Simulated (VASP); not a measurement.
Input:

```xyz
2
Lattice="1.7800 -3.0831 0.0000 1.7800 3.0831 0.0000 0.0000 0.0000 5.5900" Properties=species:S:1:pos:R:3 pbc="T T T"
Er     1.7800     1.0277     1.3975
Er     1.7800    -1.0277     4.1925
```

These are PBE GGA, VASP's PBE PAW potentials (set 64) (plane waves; VASP) values and carry that method's errors. Settings: EDIFF = 1E-3, 400 eV cut-off, 11×11×6 Γ-centred mesh, first-order Methfessel-Paxton smearing of 0.10 eV, potentials Er_3.

The 4f electrons are frozen in the core of the lanthanide potential, so 4f levels, which can set the real gap, and their magnetism are missing.

Problem. Predict the energy per atom (σ→0), band gap (on the k-mesh) with the smallest direct gap where there is one.

Solution. 
```json
{
  "band gap (on the k-mesh)": "none (metal, semimetal or under 0.01 eV)",
  "energy per atom (σ→0)": "-4.499 eV/atom"
}
```

Only differences to runs with the same potentials and settings are physical.

The compound is Er in the hcp structure. The cell was not relaxed at this level. The run is one of a series of settings (EDIFF = 1E-3 against the base run), some of them coarse on purpose.
